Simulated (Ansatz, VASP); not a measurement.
**One calculation of GeMo, two programs**

```xyz
2
Lattice="3.1061 0.0000 0.0000 0.0000 3.1061 0.0000 0.0000 0.0000 3.1061" Properties=species:S:1:pos:R:3 pbc="T T T"
Mo    0.0000    0.0000    0.0000
Ge    1.5531    1.5531    1.5531
```

Alike in both runs: functional r2SCAN; k mesh 14 × 14 × 14; occupations fermi-dirac, width 0.05 eV; no spin polarisation.

Ansatz relaxed the structure, and its values are those at the end. VASP's run is a single point on that final structure, the one shown.

|  | VASP | Ansatz |
| --- | --- | --- |
| version | VASP 6.6.1 | Ansatz 0.2.0 |
| potentials or method | VASP PAW PBE potentials, release 64 (Mo_sv, Ge_d) | PAW with Ansatz's default frozen-core files, scalar-relativistic |
| plane-wave cutoff (eV) | 520 | 500 |
| valence electrons in the cell | 28 | 28 |

|  | VASP | Ansatz | Ansatz less VASP |
| --- | --- | --- | --- |
| pressure (GPa) | 0.4 | 0.0 | -0.38 |

Caveats: the PAW data sets were made with another functional, which shifts forces and pressure a little (VASP).
